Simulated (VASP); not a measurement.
Energy against volume of GaAs (zinc blende). All values below come from revPBE GGA, VASP's PBE PAW potentials (set 64) (plane waves; VASP). Run with 520 eV cut-off, 8×8×8 Γ-centred mesh, Gaussian smearing of 0.050 eV, potentials Ga_d As.

```
V (Å³/atom)  E (eV/atom)
-----------  -----------
23.564          -3.84322
24.293          -3.84717
25.022          -3.84365
25.750          -3.83371
```

Question: Fit these four points and predict the energy of the run at 22.835 Å³/atom.

Answer: A cubic in V^(−2/3), the third-order Birch-Murnaghan form, passes through the four points with V0 = 24.30 Å³/atom and B0 = 55 GPa, and gives -3.8306 eV/atom there. The run gave -3.8301 eV/atom, +0.5 meV/atom from the fit; all five points give B0 = 56 GPa.

The compound is GaAs in the zinc blende structure. It was relaxed first, which changed the volume by +8 %.
